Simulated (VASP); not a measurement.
Consider the following.

```yaml
crystal:
  lattice:
    - [0.00000, 2.10964, 2.10964]
    - [2.10964, 0.00000, 2.10964]
    - [2.10964, 2.10964, 0.00000]
  atoms:
    - { symbol: Mg, position: [0.00000, 0.00000, 0.00000] }
    - { symbol: O, position: [0.50000, 0.50000, 0.50000] }
```

Computed with PBE GGA with D4 dispersion, VASP's PBE PAW potentials (set 64) (plane waves; VASP). Numerical set-up: 520 eV cut-off, Gaussian smearing of 0.050 eV, potentials Mg O.

Task: Give the energies of bands 2 to 5 at the high-symmetry points, in eV from the valence-band maximum.

Result: 
```csv
band,Γ,X,U,L,W
2,0.00,-4.06,-3.48,-4.59,-2.94
3,0.00,-1.34,-2.69,-0.65,-2.94
4,0.00,-1.34,-1.14,-0.65,-1.76
5,4.68,9.11,10.06,7.86,11.61
```

The gap is direct, 4.68 eV, from the valence maximum at Γ to the conduction minimum at Γ.

Measured: gap 8.36 eV (computed value off by -3.68 eV), as given by Wei Chen et al., Physical Review Materials (2018), doi:10.1103/physrevmaterials.2.073803 [zero-point renormalisation of 0.53 eV added back (the table's ZPR column)].

The compound is MgO in the rock salt structure. It was relaxed first.
